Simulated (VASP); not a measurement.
Set up this calculation in VASP 6.6.1, as the native input.

| Property | Result |
| --- | --- |
| Task | band structure |
| Functional | PBEsol |
| Dispersion | D4 |
| Potentials or basis | VASP PAW PBE potentials, release 64 (Sb, Au) |
| Cutoff | 520 eV |
| k mesh | 7 × 7 × 6 |
| Occupations | methfessel-paxton, width 0.2 eV |
| Spin | no spin polarisation |
| Further INCAR settings | ALGO = Normal; EDIFF = 1e-07 |

The structure of SbAu2 lies in POSCAR:

```
Sb Au
 1.0000000000000000
     4.1573039999999999    0.0000000000000000    0.0000000000000000
     0.0000000000000000    4.1573039999999999    0.0000000000000000
     0.0000000000000000    0.0000000000000000    4.5887393300000001
 Sb  Au 
   1   2
Cartesian
  0.0000000000000000  0.0000000000000000  2.2943696650000001
  2.0786519999999999  2.0786519999999999  0.9639524329624897
  2.0786519999999999  2.0786519999999999  3.6247868970375103
```

The cell was built by a generator and needn't be a form met in nature.

The input as run:

SbAu2.cif

```cif
data_SbAu2
_cell_length_a 4.15730400
_cell_length_b 4.15730400
_cell_length_c 4.58873933
_cell_angle_alpha 90.00000000
_cell_angle_beta 90.00000000
_cell_angle_gamma 90.00000000
_space_group_name_H-M_alt 'P4/mmm'
_space_group_name_Hall '-P 4 2'
_space_group_IT_number 123
loop_
_space_group_symop_operation_xyz
'x,y,z'
'-x,-y,-z'
'-y,x,z'
'y,-x,-z'
'-x,-y,z'
'x,y,-z'
'y,-x,z'
'-y,x,-z'
'x,-y,-z'
'-x,y,z'
'-y,-x,-z'
'y,x,z'
'-x,y,-z'
'x,-y,z'
'y,x,-z'
'-y,-x,z'
loop_
_atom_site_label
_atom_site_type_symbol
_atom_site_symmetry_multiplicity
_atom_site_Wyckoff_symbol
_atom_site_fract_x
_atom_site_fract_y
_atom_site_fract_z
_atom_site_occupancy
Sb1 Sb 1 b 0.0000000000 0.0000000000 0.5000000000 1
Au1 Au 2 h 0.5000000000 0.5000000000 0.2100691200 1
```

INCAR.step1

```
SYSTEM = SbAu2
PREC     = Accurate       ! precision mode
ENCUT    = 520            ! plane-wave cutoff, eV
EDIFF    = 1E-7           ! SCF threshold, eV
ISMEAR   = 1              ! smearing method
SIGMA    = 0.2            ! smearing width, eV
LREAL    = .FALSE.        ! projectors in reciprocal space
LASPH    = .TRUE.         ! aspherical terms in the spheres
NELM     = 100            ! most SCF steps
ALGO     = Normal         ! electronic algorithm
ISIF     = 2              ! what is computed and relaxed
LWAVE    = .FALSE.        ! write WAVECAR
LCHARG   = .TRUE.         ! write CHGCAR
LMAXMIX  = 4              ! l up to which the mixer works
GGA      = PS             ! functional
IVDW     = 13             ! dispersion correction
```

KPOINTS.step1

```
regular mesh
0
G
  7 7 6
  0 0 0
```

INCAR.step2

```
SYSTEM = SbAu2
PREC     = Accurate       ! precision mode
ENCUT    = 520            ! plane-wave cutoff, eV
EDIFF    = 1E-7           ! SCF threshold, eV
ISMEAR   = 0              ! smearing method
SIGMA    = 0.05           ! smearing width, eV
LREAL    = .FALSE.        ! projectors in reciprocal space
LASPH    = .TRUE.         ! aspherical terms in the spheres
NELM     = 100            ! most SCF steps
ALGO     = Normal         ! electronic algorithm
ISIF     = 2              ! what is computed and relaxed
LWAVE    = .FALSE.        ! write WAVECAR
LCHARG   = .FALSE.        ! write CHGCAR
LMAXMIX  = 4              ! l up to which the mixer works
GGA      = PS             ! functional
IVDW     = 13             ! dispersion correction
ICHARG   = 11             ! starting density
```

KPOINTS.step2

```
path GXMGZRAZ,XR,MA
15
line-mode
reciprocal
 0.0000000000  0.0000000000  0.0000000000  G
 0.0000000000  0.5000000000  0.0000000000  X

 0.0000000000  0.5000000000  0.0000000000  X
 0.5000000000  0.5000000000  0.0000000000  M

 0.5000000000  0.5000000000  0.0000000000  M
 0.0000000000  0.0000000000  0.0000000000  G

 0.0000000000  0.0000000000  0.0000000000  G
 0.0000000000  0.0000000000  0.5000000000  Z

 0.0000000000  0.0000000000  0.5000000000  Z
 0.0000000000  0.5000000000  0.5000000000  R

 0.0000000000  0.5000000000  0.5000000000  R
 0.5000000000  0.5000000000  0.5000000000  A

 0.5000000000  0.5000000000  0.5000000000  A
 0.0000000000  0.0000000000  0.5000000000  Z

 0.0000000000  0.5000000000  0.0000000000  X
 0.0000000000  0.5000000000  0.5000000000  R

 0.5000000000  0.5000000000  0.0000000000  M
 0.5000000000  0.5000000000  0.5000000000  A
```

Potentials or basis: VASP PAW PBE potentials, release 64 (Sb, Au).

The run is started by

```console
$ ase convert -i cif -o vasp SbAu2.cif POSCAR
$ cat potpaw_PBE.64/Sb/POTCAR potpaw_PBE.64/Au/POTCAR > POTCAR
$ cp INCAR.step1 INCAR
$ cp KPOINTS.step1 KPOINTS
$ mpirun -np 1 vasp_std > vasp.out
$ cp INCAR.step2 INCAR
$ cp KPOINTS.step2 KPOINTS
$ mpirun -np 1 vasp_std > vasp.out
```

It gave:

The band gap along the path is none (metal or under the smearing width) and the dispersion energy per atom is -0.282 eV.

Caveat: the log is that of the step along the path at fixed density, whose energy, stress, charges and moments have no meaning; spin-orbit coupling is left out, which moves the levels of the heavy elements.

Wall time 97 s on 1 thread of Intel(R) Xeon(R) Platinum 8488C (Sapphire Rapids) (shared host), peak memory 0.31 GiB.
